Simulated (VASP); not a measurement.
VASP ran on this input.

### INCAR
```
SYSTEM = GeF2
PREC = Accurate
ENCUT = 520
EDIFF = 1E-6
NELM = 100
ALGO = Normal
LREAL = .FALSE.
LASPH = .TRUE.
ISMEAR = 0
SIGMA = 0.05
GGA = PE
LMAXMIX = 4
LWAVE = .FALSE.
LCHARG = .FALSE.
ISIF = 2
```

**KPOINTS**
```
k-points along high-symmetry lines
5
Line-mode
Reciprocal
  0.000000   0.000000   0.000000 ! GAMMA
  0.500000   0.500000   0.500000 ! T

  0.500000   0.500000   0.500000 ! T
  0.809156   0.190844   0.500000 ! H_2

  0.500000  -0.190844   0.190844 ! H_0
  0.500000   0.000000   0.000000 ! L

  0.500000   0.000000   0.000000 ! L
  0.000000   0.000000   0.000000 ! GAMMA

  0.000000   0.000000   0.000000 ! GAMMA
  0.345422  -0.345422   0.000000 ! S_0

  0.654578   0.000000   0.345422 ! S_2
  0.500000   0.000000   0.500000 ! F

  0.500000   0.000000   0.500000 ! F
  0.000000   0.000000   0.000000 ! GAMMA
```

**POSCAR**
```
GeF2
1
    1.5421380000     0.8903540000     4.6753320000
   -1.5421380000     0.8903540000     4.6753320000
    0.0000000000    -1.7807070000     4.6753320000
Ge F
1 2
Direct
  0.0000000000   0.0000000000   0.0000000000
  0.2520000000   0.2520000000   0.2520000000
  0.7480000000   0.7480000000   0.7480000000
```

POTCAR, in this order: Ge_d F (PBE.64 set). Program: vasp_std.

Output of the run:

**standard output**
```
 POSCAR found type information on POSCAR GeF
 POSCAR found :  2 types and       3 ions
 Reading from existing POTCAR
 Reading from existing POTCAR
 LDA part: xc-table for (Slater+PW92), standard interpolation
 POSCAR, INCAR and KPOINTS ok, starting setup
 WAVECAR not read
 entering main loop
       N       E                     dE             d eps       ncg     rms          rms(c)
DAV:   1     0.285940042966E+03    0.28594E+03   -0.15392E+04  1374   0.371E+03
DAV:   2     0.171451102462E+02   -0.26879E+03   -0.25867E+03  1448   0.691E+02
DAV:   3    -0.127247764714E+02   -0.29870E+02   -0.29667E+02  1436   0.167E+02
DAV:   4    -0.136712261497E+02   -0.94645E+00   -0.94434E+00  1478   0.321E+01
DAV:   5    -0.136867860763E+02   -0.15560E-01   -0.15559E-01  1390   0.432E+00    0.778E+00
DAV:   6    -0.120861109616E+02    0.16007E+01   -0.79707E+00  1698   0.346E+01    0.237E+00
DAV:   7    -0.120945197757E+02   -0.84088E-02   -0.28991E-01  1274   0.484E+00    0.144E+00
DAV:   8    -0.120962273717E+02   -0.17076E-02   -0.64662E-02  1322   0.395E+00    0.352E-01
DAV:   9    -0.120945698138E+02    0.16576E-02   -0.10460E-02  1838   0.229E+00    0.860E-02
DAV:  10    -0.120948885498E+02   -0.31874E-03   -0.11717E-03  1320   0.342E-01    0.300E-02
DAV:  11    -0.120949057036E+02   -0.17154E-04   -0.49355E-05  1418   0.120E-01    0.142E-02
DAV:  12    -0.120949062148E+02   -0.51120E-06   -0.13083E-05  1302   0.116E-01    0.248E-03
DAV:  13    -0.120949063690E+02   -0.15424E-06   -0.15263E-06   962   0.151E-02
   1 F= -.12094906E+02 E0= -.12094906E+02  d E =-.308079E-14
```

File OUTCAR:
```
------------------------ aborting loop because EDIFF is reached ----------------------------------------
  FORCE on cell =-STRESS in cart. coord.  units (eV):
  Direction    XX          YY          ZZ          XY          YZ          ZX
  --------------------------------------------------------------------------------------
  Total        9.6434438      9.6434412      4.2322268      0.0000000      0.0000003     -0.0000000
  in kB      401.1374785    401.1373678    176.0475619      0.0000000      0.0000126     -0.0000000
  external PRESSURE =     326.1074694 kB  Pullay stress =       0.0000000 kB
  volume of cell :       38.52
      direct lattice vectors                 reciprocal lattice vectors
     1.542138000  0.890354000  4.675332000     0.324225199  0.187191532  0.071296171
    -1.542138000  0.890354000  4.675332000    -0.324225199  0.187191532  0.071296171
     0.000000000 -1.780707000  4.675332000     0.000000000 -0.374383064  0.071296211
 POSITION                                       TOTAL-FORCE (eV/Angst)
 -----------------------------------------------------------------------------------
      0.00000      0.00000      0.00000         0.000000      0.000000     -0.000000
      0.00000      0.00000      3.53455         0.000000     -0.000000     -1.612100
      0.00000      0.00000     10.49145         0.000000      0.000000      1.612100
 -----------------------------------------------------------------------------------
    total drift:                               -0.000000      0.000000     -0.000000
  FREE ENERGIE OF THE ION-ELECTRON SYSTEM (eV)
  ---------------------------------------------------
  free  energy   TOTEN  =       -12.0949063690 eV

  energy  without entropy=      -12.0949063690  energy(sigma->0) =      -12.09490637
```
(Selected blocks of OUTCAR.)

The run ends quietly. Is anything wrong with it?

The cause: a line-mode KPOINTS file was used for a self-consistent run. The run ends without an error. Against the sound run, the energy per atom (σ→0) rises by 0.179 eV/atom; the pressure goes up by 1.72 GPa; the largest force falls by 0.200 eV/Å. To mend it, correct KPOINTS.
KPOINTS:
```
Automatic mesh
0
Gamma
6 6 6
0 0 0
```
The mended run (PBE GGA, plane waves, VASP's PBE PAW potentials (set 64)) converges, and its OSZICAR ends with
```
   1 F= -.12631289E+02 E0= -.12631289E+02  d E =-.115836E-10
```

The structure was generated: GeF2 was put into the CdCl2 type (R-3m), which need not be its known phase. The cell was not relaxed at this level.
